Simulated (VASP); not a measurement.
Runs of VASP 6.6.1 on Ni. Symmetry: Fm-3m, No. 225, cubic system. The conventional cell has a = 3.524 Å, b = 3.524 Å, c = 3.524 Å, α = 90.00°, β = 90.00°, γ = 90.00°. Ni (site symmetry m-3m) has 12 Ni at 2.49 Å as nearest neighbours. 

```tsv
task	cell	gap on the mesh (eV)	pressure (GPa)
relaxation of cell and atoms	relaxed	none	0.0
single point	a relaxed cell with its volume scaled by 1.06	none	-10.1
single point	a relaxed cell with its volume scaled by 0.94	none	(a)
single point	Fm-3m, 10.82 Å³/atom	none	0.0
single point	a relaxed cell with its volume scaled by 0.91	none	(b)
single point	a relaxed cell with its volume scaled by 0.97	none	6.6
single point	a relaxed cell with its volume scaled by 1.09	none	-13.9
single point	a relaxed cell with its volume scaled by 1.03	none	-5.5
```

Alike in all rows: level PBE; potentials or basis VASP PAW PBE potentials, release 64 (Ni); no spin polarisation; k mesh 20 × 20 × 20; cutoff (eV) 520; smearing gaussian 0.1 eV.

Q: Estimate the missing entries.

A: (a) 14.4; (b) 23.7.

Caveats: the run has no spin polarisation, though such a crystal can be magnetic; so large a pressure means that the cell lies far from this level's equilibrium, or that cutoff or potentials fall short (some runs).

A gap of «none» marks a metal or a gap under the smearing width.
